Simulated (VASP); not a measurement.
Input for VASP

### KPOINTS
```
kpoints
0
gamma
6 6 6
0 0 0
```

INCAR:
```
SYSTEM=CsCl
ALGO=Normal   # blocked Davidson
ISIF=2   # forces and stress, cell fixed
LMAXMIX=4
LHFCALC=.TRUE.
SIGMA=0.05
NELM=60
PREC=Accurate
HFSCREEN=0.2
PRECFOCK=Fast
ENCUT=520   # plane-wave cut-off (eV)
GGA=PE
LCHARG=.FALSE.
LWAVE=.FALSE.
ISYM=3
LREAL=.FALSE.   # projection in real space or not
ISMEAR=0
LASPH=.TRUE.   # aspherical one-centre terms
AEXX=0.25
EDIFF=1E-6
```

POSCAR:
```
CsCl
1
    4.2515804137     0.0000000000     0.0000000000
    0.0000000000     4.2515804137     0.0000000000
    0.0000000000     0.0000000000     4.2515804137
Cs Cl
1 1
Direct
  0.0000000000   0.0000000000   0.0000000000
  0.5000000000   0.5000000000   0.5000000000
```

POTCAR, in this order: Cs_sv Cl (PBE.64 set). Program: vasp_std. Read from the step before: WAVECAR.

Problem. Write an equivalent input for Quantum ESPRESSO's pw.x.

Solution. One equivalent input (not run):
```
&CONTROL
  calculation = 'scf'
  pseudo_dir = './pseudo'
  outdir = './out'
  tprnfor = .true.
  tstress = .false.
/
&SYSTEM
  ibrav = 0
  nat = 2
  ntyp = 2
  ecutwfc = 58
  occupations = 'smearing'
  smearing = 'gaussian'
  degauss = 0.003675
  input_dft = 'hse'
  nqx1 = 6
  nqx2 = 6
  nqx3 = 6
  screening_parameter = 0.1058
/
&ELECTRONS
  conv_thr = 7.3e-08
  electron_maxstep = 60
/
ATOMIC_SPECIES
  Cs 132.905 Cs.upf
  Cl 35.450 Cl.upf
CELL_PARAMETERS angstrom
     4.2515804    0.0000000    0.0000000
     0.0000000    4.2515804    0.0000000
     0.0000000    0.0000000    4.2515804
ATOMIC_POSITIONS crystal
  Cs   0.0000000  0.0000000  0.0000000
  Cl   0.5000000  0.5000000  0.5000000
K_POINTS automatic
  6 6 6 0 0 0
```
Limits of the translation: the potentials are each code's own (VASP's PAW set, PseudoDojo norm-conserving files in pw.x), so ENCUT and ecutwfc are chosen apart and not converted; conv_thr bounds pw.x's estimated SCF error, while EDIFF bounds the energy change between steps.

The compound is CsCl in the CsCl type structure. This cell is one point of a volume scan, at 1.03 of the reference volume.
